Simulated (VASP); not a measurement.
HfN (rock salt): computed properties

Method: LDA (Ceperley-Alder, Perdew-Zunger), VASP's LDA PAW potentials (set 64) (plane waves; VASP).

```yaml
space_group: Fm-3m (225)
cell: a = b = c = 4.4623 Å, α = β = γ = 90.00°
volume_per_atom: 11.11 Å³/atom
band gap (over mesh and band path): none (metal, semimetal or under 0.01 eV)
hill_bulk_modulus: 309 GPa
hill_shear_modulus: 1840 kbar
Poisson's ratio: 0.252
band_gap_with_spin_orbit_coupling: none (metallic)
density: 14.39 g/cm³
optical Γ-point spectrum: 529 (×3) cm⁻¹
C11: 694 GPa
C12: 117 GPa
C44: 135 GPa
```

```
HfN
1.0
    0.00000     2.23114     2.23114
    2.23114     0.00000     2.23114
    2.23114     2.23114     0.00000
Hf N
1 1
Direct
  0.00000   0.00000   0.00000
  0.50000   0.50000   0.50000
```

Measured: a 4.524 Å (computed value off by -1.4 %), as given by Seo, Lee, Wen, Petrov, Greene, Gall, J. Appl. Phys. 96, 878 (2004). The calculation is for a static lattice, while the measured a holds thermal and zero-point effects, which are part of the difference. Finite-difference elastic constants of metals are sensitive to mesh and smearing; shear constants can be off by tens of GPa. Unless said otherwise, spin-orbit coupling is left out, though it shifts the bands of the heavy elements here.

The compound is HfN in the rock salt structure. It was relaxed first. Symmetry was kept, so distortions that lower it aren't found. The electron count is odd and the run is not spin-polarised, which forces a metal.
